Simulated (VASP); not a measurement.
All values below come from revPBE GGA, VASP's PBE PAW potentials (set 64) (plane waves; VASP).

VASP input:

File POSCAR:
```
MgI2
1
    2.1096254393    -3.6539779940     0.0000000000
    2.1096254393     3.6539779940     0.0000000000
    0.0000000000     0.0000000000     8.6541610726
Mg I
1 2
Direct
  0.0000000000   0.0000000000   1.0000000000
  0.3333330000   0.6666670000   0.1917340556
  0.6666670000   0.3333330000   0.8082659444
```

File KPOINTS:
```
Automatic
0
gamma
  6 6 3
```

### INCAR
```
ALGO=Normal
EDIFF=1E-7
EDIFFG=-0.01
ENCUT=520
GGA=RE
IBRION=2
ISIF=4
ISMEAR=0
LASPH=T
LCHARG=F
LMAXMIX=4
LREAL=F
LWAVE=F
NELM=100
NSW=30
PREC=Accurate
SIGMA=0.05
SYSTEM=MgI2
```

POTCAR, in this order: Mg I (PBE.64 set). Program: vasp_std.

Without a dispersion term in the relaxation, distances and binding between the weakly bound layers, chains or molecules are unreliable, and so is what depends on them.

### Question
What does the run give for the energy per atom (σ→0)?

### Answer

| Property | Value |
|---|---|
| energy per atom (σ→0) | -2.385 eV/atom |

OSZICAR:
```
...
DAV:   2    -0.715521307771E+01    0.60835E-03   -0.21769E-03   436   0.353E-01    0.783E-02
DAV:   3    -0.715482484482E+01    0.38823E-03   -0.33266E-04   484   0.121E-01    0.420E-02
DAV:   4    -0.715469824754E+01    0.12660E-03   -0.30936E-04   500   0.105E-01    0.144E-02
DAV:   5    -0.715469056478E+01    0.76828E-05   -0.29214E-05   476   0.383E-02    0.112E-02
DAV:   6    -0.715468878106E+01    0.17837E-05   -0.24073E-06   504   0.111E-02    0.606E-03
DAV:   7    -0.715468757094E+01    0.12101E-05   -0.28878E-06   452   0.161E-02    0.115E-03
DAV:   8    -0.715468755626E+01    0.14682E-07   -0.54561E-08   368   0.195E-03
   7 F= -.71546876E+01 E0= -.71546876E+01  d E =-.181381E-02
```

The compound is MgI2 in the 1T layered structure. This cell is one point of a volume scan, at 0.97 of the reference volume. Symmetry was kept, so distortions that lower it aren't found.
